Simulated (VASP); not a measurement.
Output of a VASP run:

File OSZICAR:
```
...
DAV:   7    -0.754842040181E+01    0.36572E+02   -0.31905E+02   650   0.178E+02    0.391E+01
DAV:   8    -0.125536123870E+02   -0.50052E+01   -0.44082E+01   440   0.253E+01    0.338E+01
DAV:   9    -0.124346989270E+02    0.11891E+00   -0.53252E+00   584   0.131E+01    0.412E+01
DAV:  10    -0.156679979851E+02   -0.32333E+01   -0.33461E+01   512   0.263E+01    0.108E+02
DAV:  11    -0.158157579194E+02   -0.14776E+00   -0.17982E+02   498   0.649E+01    0.639E+01
DAV:  12    -0.186719265442E+02   -0.28562E+01   -0.26321E+01   548   0.350E+01    0.567E+01
DAV:  13    -0.208501756289E+02   -0.21782E+01   -0.44880E+00   582   0.170E+01    0.705E+01
DAV:  14    -0.199219036789E+02    0.92827E+00   -0.56678E-01   568   0.665E+00    0.666E+01
DAV:  15    -0.170057220006E+02    0.29162E+01   -0.33094E+00   526   0.269E+01    0.483E+01
DAV:  16    -0.156755468872E+02    0.13302E+01   -0.47300E+00   560   0.257E+01    0.267E+01
DAV:  17    -0.152666568532E+02    0.40889E+00   -0.16456E+00   502   0.733E+00    0.163E+01
DAV:  18    -0.150097555458E+02    0.25690E+00   -0.47699E-01   580   0.713E+00    0.107E+01
DAV:  19    -0.148904617032E+02    0.11929E+00   -0.11329E-01   616   0.351E+00    0.679E+00
DAV:  20    -0.149072421036E+02   -0.16780E-01   -0.45856E-02   542   0.215E+00    0.523E+00
DAV:  21    -0.149822987660E+02   -0.75057E-01   -0.86042E-02   488   0.232E+00    0.632E+00
DAV:  22    -0.150268162527E+02   -0.44517E-01   -0.19329E-02   570   0.253E+00    0.510E+00
DAV:  23    -0.150290676856E+02   -0.22514E-02   -0.56878E-02   562   0.146E+00    0.317E+00
DAV:  24    -0.150521400347E+02   -0.23072E-01   -0.33702E-02   576   0.203E+00    0.311E+00
DAV:  25    -0.150490827861E+02    0.30572E-02   -0.34641E-03   526   0.392E-01    0.314E+00
DAV:  26    -0.150473403229E+02    0.17425E-02   -0.72565E-04   560   0.269E-01    0.313E+00
DAV:  27    -0.150392335585E+02    0.81068E-02   -0.14658E-03   592   0.535E-01    0.304E+00
DAV:  28    -0.150190305619E+02    0.20203E-01   -0.53793E-03   488   0.195E+00    0.388E+00
DAV:  29    -0.150188751633E+02    0.15540E-03   -0.54342E-03   618   0.101E+00    0.365E+00
DAV:  30    -0.150211748947E+02   -0.22997E-02   -0.21041E-03   586   0.412E-01    0.368E+00
DAV:  31    -0.150195515721E+02    0.16233E-02   -0.10971E-03   480   0.601E-01    0.421E+00
DAV:  32    -0.150191461522E+02    0.40542E-03   -0.21209E-04   598   0.212E-01    0.461E+00
DAV:  33    -0.150190191852E+02    0.12697E-03   -0.29974E-04   566   0.155E-01    0.491E+00
DAV:  34    -0.150193322078E+02   -0.31302E-03   -0.30076E-04   502   0.112E-01    0.398E+00
DAV:  35    -0.150189994505E+02    0.33276E-03   -0.22923E-04   584   0.238E-01    0.329E+00
DAV:  36    -0.150183395150E+02    0.65994E-03   -0.15175E-03   512   0.840E-01    0.234E+00
DAV:  37    -0.150190579164E+02   -0.71840E-03   -0.14582E-03   594   0.550E-01    0.110E+00
DAV:  38    -0.150193070493E+02   -0.24913E-03   -0.34549E-04   636   0.209E-01    0.660E-01
DAV:  39    -0.150192465310E+02    0.60518E-04   -0.10500E-04   594   0.105E-01    0.499E-01
DAV:  40    -0.150190583066E+02    0.18822E-03   -0.17417E-04   526   0.234E-01    0.257E-01
DAV:  41    -0.150189916746E+02    0.66632E-04   -0.34909E-04   544   0.304E-01    0.810E-02
DAV:  42    -0.150190134170E+02   -0.21742E-04   -0.36869E-05   578   0.623E-02    0.502E-02
DAV:  43    -0.150190062357E+02    0.71813E-05   -0.48604E-06   442   0.427E-02    0.390E-02
DAV:  44    -0.150190043262E+02    0.19095E-05   -0.18653E-06   332   0.256E-02    0.241E-02
DAV:  45    -0.150190035287E+02    0.79746E-06   -0.39367E-07   266   0.173E-02
   1 F= -.15019004E+02 E0= -.14923080E+02  d E =-.191847E+00  mag=     2.0024
```

OUTCAR:
```
------------------------ aborting loop because EDIFF is reached ----------------------------------------
  FORCE on cell =-STRESS in cart. coord.  units (eV):
  Direction    XX          YY          ZZ          XY          YZ          ZX
  --------------------------------------------------------------------------------------
  Total        3.8433617      3.8433617      3.8433617      0.0000000      0.0000000     -0.0000000
  in kB       34.4491697     34.4491697     34.4491697      0.0000000      0.0000000     -0.0000000
  external PRESSURE =      34.4491697 kB  Pullay stress =       0.0000000 kB
  volume of cell :      178.75
      direct lattice vectors                 reciprocal lattice vectors
     5.633103000  0.000000000  0.000000000     0.177522051  0.000000000  0.000000000
     0.000000000  5.633103000  0.000000000     0.000000000  0.177522051  0.000000000
     0.000000000  0.000000000  5.633103000     0.000000000  0.000000000  0.177522051
 POSITION                                       TOTAL-FORCE (eV/Angst)
 -----------------------------------------------------------------------------------
      0.00000      0.00000      0.00000         0.000000      0.000000      0.000000
      2.81655      0.00000      0.00000         0.000000      0.000000      0.000000
      0.00000      0.00000      2.81655         0.000000      0.000000      0.000000
      0.00000      2.81655      0.00000         0.000000      0.000000      0.000000
 -----------------------------------------------------------------------------------
    total drift:                                0.000000      0.000000     -0.000000
  FREE ENERGIE OF THE ION-ELECTRON SYSTEM (eV)
  ---------------------------------------------------
  free  energy   TOTEN  =       -15.0190035287 eV

  energy  without entropy=      -14.8271561284  energy(sigma->0) =      -14.92307983

 total charge

# of ion       s       p       d       f       tot
--------------------------------------------------
    1        1.949   5.419   0.415   2.177   9.959
    2        1.607   3.305   0.007   0.000   4.919
    3        1.607   3.305   0.007   0.000   4.919
    4        1.607   3.305   0.007   0.000   4.919
--------------------------------------------------
tot          6.769  15.334   0.435   2.177  24.715

 magnetization (x)

# of ion       s       p       d       f       tot
--------------------------------------------------
    1       -0.021  -0.051   0.019   2.110   2.056
    2       -0.003  -0.055   0.001   0.000  -0.057
    3       -0.003  -0.055   0.001   0.000  -0.057
    4       -0.003  -0.055   0.001   0.000  -0.057
--------------------------------------------------
tot         -0.029  -0.218   0.021   2.110   1.884
```
(Selected blocks of OUTCAR.)

File POSCAR:
```
PrBr3
1
    5.6331030000     0.0000000000     0.0000000000
    0.0000000000     5.6331030000     0.0000000000
    0.0000000000     0.0000000000     5.6331030000
Pr Br
1 3
Direct
  0.0000000000   0.0000000000   0.0000000000
  0.5000000000   0.0000000000   0.0000000000
  0.0000000000   0.0000000000   0.5000000000
  0.0000000000   0.5000000000   0.0000000000
```

Problem. Write an INCAR and KPOINTS that could have produced this output.

Solution. This is not unique; one that fits is the input of the run itself, PBE GGA + U (Dudarev), plane waves, VASP's PBE PAW potentials (set 64).

**KPOINTS**
```
Automatic mesh
0
Gamma
3 3 3
0 0 0
```

**INCAR**
```
SYSTEM = PrBr3
PREC = Accurate
ENCUT = 300
EDIFF = 1E-6
NELM = 100
ALGO = Normal
LREAL = .FALSE.
LASPH = .TRUE.
ISMEAR = 0
SIGMA = 0.272
GGA = PE
LMAXMIX = 6
LWAVE = .FALSE.
LCHARG = .FALSE.
ISIF = 2
ISPIN = 2
MAGMOM = 2.0 0.0 0.0 0.0
LORBIT = 11
LDAU = .TRUE.
LDAUTYPE = 2
LDAUL = 3 -1
LDAUU = 7.0 0
LDAUJ = 0 0
```

POTCAR, in this order: Pr Br (PBE.64 set). Program: vasp_std.

At this cut-off the stress carries a Pulay error, which pulls relaxed volumes low. The moments were started parallel, and other spin orders were not tried in this run.

The structure was generated: PrBr3 was put into an ordered model structure, which need not be its known phase. The cell was not relaxed at this level. The k-mesh is coarse (spacing up to 0.37 per Å, 2π included), so the numbers may not be converged in it. The run is one of a series of settings (LDAU = .TRUE., LDAUJ = 0 0, LDAUL = 3 -1, LDAUTYPE = 2, LDAUU = 7.0 0 against the base run), some of them coarse on purpose.
